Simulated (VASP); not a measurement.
Calculation: PBEsol GGA, VASP's PBE PAW potentials (set 64) (plane waves; VASP).

VASP ran on this input.

### INCAR
```
SYSTEM = C
PREC = Accurate
ENCUT = 520
EDIFF = 1E-7
NELM = 100
ALGO = Normal
LREAL = .FALSE.
LASPH = .TRUE.
ISMEAR = 0
SIGMA = 0.05
GGA = PS
LWAVE = .FALSE.
LCHARG = .FALSE.
LORBIT = 11
ICHARG = 11
```

### KPOINTS
```
k-points along high-symmetry lines
10
Line-mode
Reciprocal
  0.000000   0.000000   0.000000 ! GAMMA
  0.000000   0.500000   0.000000 ! M

  0.000000   0.500000   0.000000 ! M
 -0.333333   0.666667   0.000000 ! K

 -0.333333   0.666667   0.000000 ! K
  0.000000   0.000000   0.000000 ! GAMMA

  0.000000   0.000000   0.000000 ! GAMMA
  0.000000   0.000000   0.500000 ! A

  0.000000   0.000000   0.500000 ! A
  0.000000   0.500000   0.500000 ! L

  0.000000   0.500000   0.500000 ! L
 -0.333333   0.666667   0.500000 ! H

 -0.333333   0.666667   0.500000 ! H
  0.000000   0.000000   0.500000 ! A

  0.000000   0.500000   0.500000 ! L
  0.000000   0.500000   0.000000 ! M

 -0.333333   0.666667   0.500000 ! H
 -0.333333   0.666667   0.000000 ! K
```

POSCAR:
```
C
1
    1.2307166181    -2.1316632181     0.0000000000
    1.2307166181     2.1316632181     0.0000000000
    0.0000000000     0.0000000000     7.1929605768
C
4
Direct
  0.0000000000   0.0000000000   0.2500000000
  0.0000000000   0.0000000000   0.7500000000
  0.3333330000   0.6666670000   0.2500000000
  0.6666670000   0.3333330000   0.7500000000
```

POTCAR, in this order: C (PBE.64 set). Program: vasp_std. Read from the step before: CHGCAR.

The resulting files:

OSZICAR:
```
       N       E                     dE             d eps       ncg     rms          rms(c)
DAV:   1     0.501609099175E+02    0.50161E+02   -0.80127E+03  2160   0.120E+03
DAV:   2    -0.309597925556E+02   -0.81121E+02   -0.72305E+02  2972   0.214E+02
DAV:   3    -0.349436632501E+02   -0.39839E+01   -0.39344E+01  2712   0.487E+01
DAV:   4    -0.349964608499E+02   -0.52798E-01   -0.52751E-01  2740   0.611E+00
DAV:   5    -0.349973208056E+02   -0.85996E-03   -0.85980E-03  2672   0.768E-01
DAV:   6    -0.349973500431E+02   -0.29237E-04   -0.29235E-04  2800   0.124E-01
DAV:   7    -0.349973511433E+02   -0.11002E-05   -0.10997E-05  2700   0.199E-02
DAV:   8    -0.349973512051E+02   -0.61802E-07   -0.61571E-07  2356   0.368E-03
   1 F= -.34997351E+02 E0= -.34992067E+02  d E =-.105678E-01
```

### OUTCAR
```
 val. band max:        4.0360836575   @ k =  -0.3333   0.6667   0.2222

 cond. band min:       4.0387635115   @ k =  -0.3333   0.6667   0.2778



 k-point     1 :       0.0000    0.0000    0.0000
  band No.  band energies     occupation
      1     -15.5592      2.00000
      2     -15.3826      2.00000
      3      -4.2998      2.00000
      4      -2.9051      2.00000
      5       1.0492      2.00000
      6       1.0493      2.00000
      7       1.0580      2.00000
      8       1.0580      2.00000
      9       7.6065      0.00000
     10      12.3642      0.00000
     11      12.3906      0.00000
     12      12.3921      0.00000

 k-point     2 :       0.0000    0.0556    0.0000
  band No.  band energies     occupation
      1     -15.4855      2.00000
      2     -15.3098      2.00000
      3      -4.2102      2.00000
      4      -2.8198      2.00000
      5       0.7491      2.00000
      6       0.7619      2.00000
      7       0.8892      2.00000
      8       0.9007      2.00000
      9       7.6981      0.00000
     10      12.3951      0.00000
     11      12.4330      0.00000
     12      12.6938      0.00000

 k-point     3 :       0.0000    0.1111    0.0000
  band No.  band energies     occupation
      1     -15.2648      2.00000
      2     -15.0918      2.00000
      3      -3.9421      2.00000
      4      -2.5650      2.00000
      5      -0.0747      2.00000
      6      -0.0528      2.00000
      7       0.4659      2.00000
      8       0.4821      2.00000
      9       7.9735      0.00000
     10      12.4158      0.00000
     11      12.4854      0.00000
     12      13.1685      0.00000

 k-point     4 :       0.0000    0.1667    0.0000
  band No.  band energies     occupation
      1     -14.8982      2.00000
      2     -14.7296      2.00000
      3      -3.4981      2.00000
      4      -2.1443      2.00000
      5      -1.2578      2.00000
      6      -1.2242      2.00000
      7      -0.1016      2.00000
...
```

The density is held fixed in this step, so its total energy and stress have no physical meaning. Without a dispersion term in the relaxation, distances and binding between the weakly bound layers, chains or molecules are unreliable, and so is what depends on them.

The compound is C in the graphite structure. It was relaxed first, which changed the volume by +7 %.
